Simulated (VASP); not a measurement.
The system is V.

```
V
1.0
    -1.47968    1.47968    1.47968
     1.47968   -1.47968    1.47968
     1.47968    1.47968   -1.47968
V
1
Direct
  0.00000 0.00000 0.00000
```

Base run:

- Program: VASP 6.6.1
- Functional: PBEsol
- Potentials or basis: VASP PAW PBE potentials, release 64 (V_sv)
- Cutoff: 900 eV
- k mesh: 20 × 20 × 20
- Occupations: gaussian, width 0.1 eV
- Spin: no spin polarisation

Its results: band gap on the k mesh none (metal or under the smearing width); pressure 0.1 GPa.

**Question.** The run is repeated on the same cell with these changes: functional from PBEsol to r2SCAN; cutoff from 900 eV to 520 eV. What comes out?

**Answer.** Band gap on the k mesh none (metal or under the smearing width); pressure 5.5 GPa.

Caveats: the PAW data sets were made with another functional, which shifts forces and pressure a little.
